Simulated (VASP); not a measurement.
Given:

```
CELL_PARAMETERS angstrom
     -2.51880     2.51880     1.37429
      2.51880    -2.51880     1.37429
      2.51880     2.51880    -1.37429
ATOMIC_POSITIONS crystal
  Al 0.75000 0.25000 0.50000
  Al 0.00000 0.00000 0.00000
```

Computed with PBEsol GGA, VASP's PBE PAW potentials (set 64) (plane waves; VASP). Numerical set-up: 400 eV cut-off, 14×14×14 Γ-centred mesh, first-order Methfessel-Paxton smearing of 0.10 eV, potentials Al.

Energy and stress use the plane-wave basis of the starting cell.

Question: The ions, cell shape and volume are relaxed. Give the cell that the relaxation ends in.

Answer: 
```
CELL_PARAMETERS angstrom
     -2.64205     2.64205     1.34623
      2.64205    -2.64205     1.34623
      2.64205     2.64205    -1.34623
ATOMIC_POSITIONS crystal
  Al 0.75000 0.25000 0.50000
  Al 0.00000 0.00000 0.00000
```
Space group I4_1/amd (141), at a tolerance of 0.03 Å.

Question: How do energy and volume change from the first to the last step?

Answer: The energy (σ→0) changes by -35.5 meV/atom and the volume by +7.8 %, in 11 ionic steps.

```tsv
step	E(σ→0) (eV)	max force (eV/Å)	pressure (GPa)	volume (Å³)
1	-7.5073	0.000	5.97	34.88
2	-7.5708	0.000	-1.09	38.24
3	-7.5720	0.000	-0.40	37.83
4	-7.5720	0.000	-0.29	37.77
5	-7.5739	0.000	-0.02	37.60
6	-7.5766	0.000	0.75	37.18
7	-7.5780	0.000	0.47	37.35
8	-7.5782	0.000	0.34	37.43
9	-7.5782	0.000	0.36	37.42
10	-7.5784	0.000	0.12	37.54
11	-7.5784	0.000	0.04	37.59
```

The structure was generated: Al was put into the beta-Sn type (I4_1/amd), which need not be its known phase. This run relaxes it. Symmetry was kept, so distortions that lower it aren't found.
